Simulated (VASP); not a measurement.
A run of VASP 6.6.1 is set up as follows.

run.py

```python
from ase.calculators.vasp import Vasp
from ase.dft.bandgap import bandgap
from ase.io import read

atoms = read('POSCAR')
atoms.set_initial_magnetic_moments([3.0, 0.0, 3.0])
calc = Vasp(
    directory='calc',
    xc='pbe',
    pp='PBE',
    setups={'base': 'minimal', 'Ge': '_d'},
    prec='Accurate',
    encut=520,
    ediff=1e-06,
    ismear=0,
    sigma=0.02,
    lreal=False,
    lasph=True,
    nelm=150,
    algo='Normal',
    isif=2,
    lwave=False,
    lcharg=False,
    ispin=2,
    lorbit=11,
    lmaxmix=6,
    kpts=[7, 7, 7],
    gamma=True,
)
atoms.calc = calc

print('energy (eV):', atoms.get_potential_energy())
print('free energy (eV):', atoms.get_potential_energy(force_consistent=True))
print('forces (eV/A):')
print(atoms.get_forces())
print('stress (eV/A^3, Voigt):', atoms.get_stress())
print('Fermi level (eV):', calc.get_fermi_level())
print('moment (muB):', atoms.get_magnetic_moment())
print('site moments (muB):', atoms.get_magnetic_moments())
gap, top, bottom = bandgap(calc)
print('band gap (eV):', gap, 'from (spin, k, band)', top, 'to', bottom)
```

File POSCAR:

```
NdFeGe
1.0
    4.2056977327      0.0000000000      0.0000000000
   -2.1028488664      3.6422410772      0.0000000000
    0.0000000000      0.0000000000      4.1242890000
Nd Ge Fe
1 1 1
Direct
    0.6666666667      0.3333333333      0.0000000000
    0.3333333333      0.6666666667      0.5000000000
    0.0000000000      0.0000000000      0.5000000000
```

Potentials or basis: VASP PAW PBE potentials, release 64 (Nd, Ge_d, Fe).

Launch:

```console
$ python run.py
```

(1) Predict the site moments.

(2) Predict the net moment.

Results:

(1) Nd +3.01; Ge -0.05; Fe +1.83 μB.

(2) 5.12 μB per cell.

Caveat: the magnetic or orbital state may not be the lowest; spin-orbit coupling is left out, which moves the levels of the heavy elements; without U or exact exchange the open f shell lies at the Fermi level, which spoils levels, moments and volumes.
